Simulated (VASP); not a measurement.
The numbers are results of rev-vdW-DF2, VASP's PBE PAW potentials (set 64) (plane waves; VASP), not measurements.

Input for VASP

INCAR:
```
# general
SYSTEM  =CoGa
PREC    =Accurate
ENCUT   =520   # plane-wave cut-off (eV)
LREAL   =.False.   # projection in real space or not
LASPH   =.True.   # aspherical one-centre terms

# electronic loop
EDIFF   =1E-7   # SCF stop (eV)
NELM    =100   # most electronic steps
ALGO    =Normal   # blocked Davidson
LMAXMIX =4   # l cut-off of mixed one-centre charges

# smearing
ISMEAR  =1
SIGMA   =0.1

# functional
GGA     =MK
LUSE_VDW=.True.
AGGAC   =0.0
PARAM1  =0.1234568
PARAM2  =0.7114
ZAB_VDW =-1.8867

# ions
ISIF    =2   # forces and stress, cell fixed

# output
LWAVE   =.False.
LCHARG  =.False.
```

### KPOINTS
```
Automatic mesh
0
Gamma
13 13 13
0 0 0
```

### POSCAR
```
CoGa
1
    2.9154259584     0.0000000000     0.0000000000
    0.0000000000     2.9154259584     0.0000000000
    0.0000000000     0.0000000000     2.9154259584
Ga Co
1 1
Direct
  0.5000000000   0.5000000000   0.5000000000
  0.0000000000   0.0000000000   0.0000000000
```

POTCAR, in this order: Ga_d Co (PBE.64 set). Program: vasp_std.

The resulting files:

File OSZICAR:
```
       N       E                     dE             d eps       ncg     rms          rms(c)
DAV:   1     0.105720148143E+03    0.10572E+03   -0.10901E+04  2679   0.258E+03
DAV:   2    -0.874674616826E+00   -0.10659E+03   -0.10433E+03  2597   0.361E+02
DAV:   3    -0.621952837811E+01   -0.53449E+01   -0.53209E+01  2849   0.847E+01
DAV:   4    -0.629846443936E+01   -0.78936E-01   -0.78920E-01  3419   0.980E+00
DAV:   5    -0.630061434742E+01   -0.21499E-02   -0.21499E-02  3167   0.141E+00    0.932E+00
DAV:   6    -0.765756951714E+01   -0.13570E+01   -0.24229E+01  2879   0.646E+01    0.125E+01
DAV:   7    -0.534626480678E+01    0.23113E+01   -0.10371E+01  2632   0.476E+01    0.150E+00
DAV:   8    -0.533717276026E+01    0.90920E-02   -0.25937E-01  2951   0.536E+00    0.685E-01
DAV:   9    -0.533044780730E+01    0.67250E-02   -0.21811E-02  3457   0.229E+00    0.135E-01
DAV:  10    -0.533014905020E+01    0.29876E-03   -0.67787E-04  3277   0.384E-01    0.632E-02
DAV:  11    -0.533013897580E+01    0.10074E-04   -0.66185E-05  3672   0.139E-01    0.139E-02
DAV:  12    -0.533013839897E+01    0.57683E-06   -0.33456E-06  3277   0.307E-02    0.342E-03
DAV:  13    -0.533013832519E+01    0.73783E-07   -0.49575E-07  3171   0.108E-02
   1 F= -.53301383E+01 E0= -.53303958E+01  d E =0.772537E-03
```

File OUTCAR:
```
------------------------ aborting loop because EDIFF is reached ----------------------------------------
  FORCE on cell =-STRESS in cart. coord.  units (eV):
  Direction    XX          YY          ZZ          XY          YZ          ZX
  --------------------------------------------------------------------------------------
  Total       -1.4584809     -1.4584809     -1.4584809     -0.0000000     -0.0000000     -0.0000000
  in kB      -94.2986063    -94.2986063    -94.2986063     -0.0000000     -0.0000000     -0.0000000
  external PRESSURE =     -94.2986063 kB  Pullay stress =       0.0000000 kB
  volume of cell :       24.78
      direct lattice vectors                 reciprocal lattice vectors
     2.915425958  0.000000000  0.000000000     0.343003051  0.000000000  0.000000000
     0.000000000  2.915425958  0.000000000     0.000000000  0.343003051  0.000000000
     0.000000000  0.000000000  2.915425958     0.000000000  0.000000000  0.343003051
 POSITION                                       TOTAL-FORCE (eV/Angst)
 -----------------------------------------------------------------------------------
      1.45771      1.45771      1.45771         0.000000      0.000000      0.000000
      0.00000      0.00000      0.00000         0.000000      0.000000      0.000000
 -----------------------------------------------------------------------------------
    total drift:                                0.000000      0.000000     -0.000000
  FREE ENERGIE OF THE ION-ELECTRON SYSTEM (eV)
  ---------------------------------------------------
  free  energy   TOTEN  =        -5.3301383252 eV

  energy  without entropy=       -5.3309108622  energy(sigma->0) =       -5.33039584
```
(Selected blocks of OUTCAR.)

The compound is CoGa in the CsCl type structure. This cell is one point of a volume scan, at 1.06 of the reference volume. The run is not spin-polarised, so no magnetic state was tried.
